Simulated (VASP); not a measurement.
These are r2SCAN meta-GGA, VASP's PBE PAW potentials (set 64) (plane waves; VASP) values and carry that method's errors.

Input for VASP

**INCAR**
```
# general
SYSTEM  = LiMgBN2
PREC    = Accurate
ENCUT   = 520
LREAL   = .FALSE.   # projection in real space or not
LASPH   = .TRUE.
NBANDS  = 39

# electronic loop
EDIFF   = 1E-7
NELM    = 100   # most electronic steps
ALGO    = Normal
LMIXTAU = .TRUE.

# smearing
ISMEAR  = 0   # Gaussian
SIGMA   = 0.01   # width (eV)

# functional
METAGGA = R2SCAN

# output
LWAVE   = .FALSE.
LCHARG  = .FALSE.
NEDOS   = 1001

# other
LOPTICS = .TRUE.
LPEAD   = .TRUE.
CSHIFT  = 0.1
```

KPOINTS:
```
Automatic mesh
0
Gamma
11 11 11
0 0 0
```

File POSCAR:
```
LiMgBN2
1.0
 -1.8776722258   1.8776722258   4.4365632809
  1.8776722258  -1.8776722258   4.4365632809
  1.8776722258   1.8776722258  -4.4365632809
Li Mg B N
1 1 1 2
Cartesian
  1.8776722258   0.0000000000   2.2182816404
 -0.0000000000   1.8776722258   2.2182816404
  0.0000000000   0.0000000000   4.4365632809
  0.0000000000  -0.0000000000   5.7727460221
  0.0000000000  -0.0000000000   3.1003805397
```

POTCAR, in this order: Li_sv Mg B N (PBE.64 set). Program: vasp_std.

Output

OSZICAR:
```
       N       E                     dE             d eps       ncg     rms          rms(c)
DAV:   1     0.650142927136E+02    0.65014E+02   -0.69619E+03  9828   0.448E+02
DAV:   2    -0.413326819579E+02   -0.10635E+03   -0.10045E+03 11910   0.138E+02
DAV:   3    -0.484549483616E+02   -0.71223E+01   -0.69749E+01 17106   0.271E+01
DAV:   4    -0.485391038885E+02   -0.84156E-01   -0.83931E-01 11597   0.290E+00
DAV:   5    -0.485403519916E+02   -0.12481E-02   -0.12480E-02 12086   0.279E-01    0.126E+01
DAV:   6    -0.387541489071E+02    0.97862E+01   -0.32799E+00 11850   0.950E+00    0.526E+00
DAV:   7    -0.369144763274E+02    0.18397E+01   -0.98257E-01 12150   0.411E+00    0.296E+00
DAV:   8    -0.396549013110E+02   -0.27404E+01   -0.57791E-01 10958   0.341E+00    0.203E+00
DAV:   9    -0.377322937283E+02    0.19226E+01   -0.31095E-01 10360   0.296E+00    0.581E-01
DAV:  10    -0.374912904219E+02    0.24100E+00   -0.78493E-02  9891   0.130E+00    0.555E-01
DAV:  11    -0.376424610661E+02   -0.15117E+00   -0.82035E-02  9856   0.133E+00    0.409E-01
DAV:  12    -0.376865076129E+02   -0.44047E-01   -0.30914E-02  9870   0.823E-01    0.802E-02
DAV:  13    -0.377464146513E+02   -0.59907E-01   -0.11831E-02 10236   0.498E-01    0.381E-02
DAV:  14    -0.377463535337E+02    0.61118E-04   -0.74161E-04 12133   0.141E-01    0.385E-02
DAV:  15    -0.377465065283E+02   -0.15299E-03   -0.12737E-03 10626   0.203E-01    0.175E-02
DAV:  16    -0.377479221680E+02   -0.14156E-02   -0.32192E-04 10724   0.949E-02    0.116E-02
DAV:  17    -0.377479641638E+02   -0.41996E-04   -0.17872E-05 11469   0.225E-02    0.335E-03
DAV:  18    -0.377479966285E+02   -0.32465E-04   -0.15791E-05 11075   0.200E-02    0.301E-03
DAV:  19    -0.377479972275E+02   -0.59898E-06   -0.16976E-06 11193   0.733E-03    0.241E-03
DAV:  20    -0.377479976847E+02   -0.45721E-06   -0.31115E-07 11414   0.335E-03    0.164E-03
DAV:  21    -0.377479978335E+02   -0.14877E-06   -0.25375E-07 11032   0.275E-03    0.636E-04
DAV:  22    -0.377479984308E+02   -0.59735E-06   -0.72541E-08 10416   0.150E-03    0.321E-04
DAV:  23    -0.377479984780E+02   -0.47210E-07   -0.30344E-09  7140   0.249E-04
   1 F= -.37747998E+02 E0= -.37747998E+02  d E =-.668294E-49
 imaginary and real dielectric function
```

File OUTCAR:
```
------------------------ aborting loop because EDIFF is reached ----------------------------------------
  FORCE on cell =-STRESS in cart. coord.  units (eV):
  Direction    XX          YY          ZZ          XY          YZ          ZX
  --------------------------------------------------------------------------------------
  Total        0.0058204      0.0058204      0.0076221      0.0000000      0.0000000      0.0000000
  in kB        0.1490438      0.1490438      0.1951821      0.0000000      0.0000000      0.0000000
  external PRESSURE =       0.1644232 kB  Pullay stress =       0.0000000 kB
  volume of cell :       62.57
      direct lattice vectors                 reciprocal lattice vectors
    -1.877672226  1.877672226  4.436563281     0.000000000  0.266287158  0.112699846
     1.877672226 -1.877672226  4.436563281     0.266287158  0.000000000  0.112699846
     1.877672226  1.877672226 -4.436563281     0.266287158  0.266287158  0.000000000
 POSITION                                       TOTAL-FORCE (eV/Angst)
 -----------------------------------------------------------------------------------
      1.87767     -0.00000      2.21828        -0.000000     -0.000000     -0.000000
     -0.00000      1.87767      2.21828        -0.000000     -0.000000     -0.000000
      0.00000      0.00000      4.43656        -0.000000     -0.000000     -0.000000
      0.00000      0.00000      5.77275         0.000000      0.000000      0.000674
      0.00000      0.00000      3.10038        -0.000000     -0.000000     -0.000674
 -----------------------------------------------------------------------------------
    total drift:                                0.000002     -0.000002      0.000000
  FREE ENERGIE OF THE ION-ELECTRON SYSTEM (eV)
  ---------------------------------------------------
  free  energy   TOTEN  =       -37.7479984780 eV

  energy  without entropy=      -37.7479984780  energy(sigma->0) =      -37.74799848

 plasma frequency squared (from intraband transitions) (eV^2)
  --------------------------------------------------------------------------------------
       0.000       0.000       0.000
       0.000       0.000       0.000
       0.000       0.000       0.000

 plasma frequency squared (from interband transitions, int dw w eps(2)(w)) (eV^2)
  --------------------------------------------------------------------------------------
     290.503       0.000       0.000      -0.000      -0.000       0.000
       0.000       0.000     290.503       0.000      -0.000       0.000
      -0.000      -0.000      -0.000      -0.000     315.594       0.000
```
(Selected blocks of OUTCAR.)

The structure comes from a computed database's LiMgBN2 entry (I-4m2); how it stands against other phases isn't given here. It was relaxed first.
